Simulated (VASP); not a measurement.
A VASP calculation is set up with these files.

File KPOINTS:
```
Automatic mesh
0
Gamma
10 10 10
0 0 0
```

### POSCAR
```
BeS
1
    0.0000000000     2.1943028743     2.1943028743
    2.1943028743     0.0000000000     2.1943028743
    2.1943028743     2.1943028743    -0.0000000000
Be S
1 1
Direct
  0.0000000000   0.0000000000   0.0000000000
  0.5000000000   0.5000000000   0.5000000000
```

**INCAR**
```
SYSTEM = BeS
PREC = Accurate; ENCUT = 500; LREAL = .FALSE.
LASPH = .TRUE.
EDIFF = 1E-6; NELM = 100; ALGO = Normal
ISMEAR = 0; SIGMA = 0.05
GGA = PS
IBRION = 2; NSW = 40; ISIF = 3
EDIFFG = -0.02; PSTRESS = 200
LWAVE = .FALSE.; LCHARG = .FALSE.
```

POTCAR, in this order: Be S (PBE.64 set). Program: vasp_std.

Q: Translate this PBEsol calculation to Ansatz.

A: One equivalent input (not run):
Ansatz 0.2 input:
```yaml
crystal:
  lattice:
    - [0.0000000, 2.1943029, 2.1943029]
    - [2.1943029, 0.0000000, 2.1943029]
    - [2.1943029, 2.1943029, 0.0000000]
  atoms:
    - { symbol: Be, position: [0.0000000, 0.0000000, 0.0000000] }
    - { symbol: S, position: [0.5000000, 0.5000000, 0.5000000] }
kpoints:
  mp_grid: { grid: [10, 10, 10] }
hamiltonian:
  xc: pbesol
  pseudopotentials: { kind: paw }
scf:
  occupations: { method: gaussian, width: 0.05 }
  max_iter: 100
relax:
  max_steps: 40
  f_tol: 0.02
  cell: { p_target: 20 }
output: { forces: true, stress: true, eigenvalues: true }
```
Limits of the translation: each code has its own PAW files, so the cut-off isn't converted (ENCUT is set for VASP's; basis.ecutwfc is left out, and Ansatz then takes the one that its files recommend); Ansatz stops its SCF on the density residual and VASP on the energy change (EDIFF).

The structure was generated: BeS was put into the rock salt type (Fm-3m), which need not be its known phase. It was relaxed first under an external pressure of 20 GPa.
